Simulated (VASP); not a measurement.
An input for Ansatz (written as the equivalent of a VASP run, and not itself run):

Ansatz 0.2 input:
```yaml
crystal:
  lattice:
    - [0.0000000, 2.5450000, 2.5450000]
    - [2.5450000, 0.0000000, 2.5450000]
    - [2.5450000, 2.5450000, 0.0000000]
  atoms:
    - { symbol: Zr, position: [0.0000000, 0.0000000, 0.0000000] }
    - { symbol: O, position: [0.2500000, 0.2500000, 0.2500000] }
    - { symbol: O, position: [0.7500000, 0.7500000, 0.7500000] }
kpoints:
  mp_grid: { grid: [2, 2, 2] }
hamiltonian:
  xc: pbe
  pseudopotentials: { kind: paw }
scf:
  occupations: { method: gaussian, width: 0.05 }
  max_iter: 100
output: { forces: true, stress: true, eigenvalues: true }
```

### Question
Translate this input to VASP (INCAR, KPOINTS, POSCAR, choice of POTCAR).

### Answer
One answer among several that fit: 
**INCAR**
```
SYSTEM = ZrO2
PREC = Accurate
ENCUT = 520
EDIFF = 1E-6
NELM = 100
ALGO = Normal
LREAL = .FALSE.
LASPH = .TRUE.
ISMEAR = 0
SIGMA = 0.05
GGA = PE
LMAXMIX = 4
LWAVE = .FALSE.
LCHARG = .FALSE.
ISIF = 2
```

### POSCAR
```
ZrO2
5.090
  0.0000000000   0.5000000000   0.5000000000
  0.5000000000   0.0000000000   0.5000000000
  0.5000000000   0.5000000000   0.0000000000
Zr O
1 2
Cart
  0.0000000000   0.0000000000   0.0000000000
  0.2500000000   0.2500000000   0.2500000000
  0.7500000000   0.7500000000   0.7500000000
```

KPOINTS:
```
Automatic mesh
0
Gamma
2 2 2
0 0 0
```

POTCAR, in this order: Zr_sv O (PBE.64 set). Program: vasp_std.

What does not carry over: each code has its own PAW files, so the cut-off isn't converted (ENCUT is set for VASP's; basis.ecutwfc is left out, and Ansatz then takes the one that its files recommend); Ansatz stops its SCF on the density residual and VASP on the energy change (EDIFF).

The compound is ZrO2 in the fluorite structure, the high-temperature cubic form, which is unstable at 0 K; the monoclinic form is the stable one. The cell was not relaxed at this level. The k-mesh is coarse (spacing up to 1.07 per Å, 2π included), so the numbers may not be converged in it. The run is one of a series of settings (KPOINTS 2×2×2 Γ-centred mesh against the base run), some of them coarse on purpose.
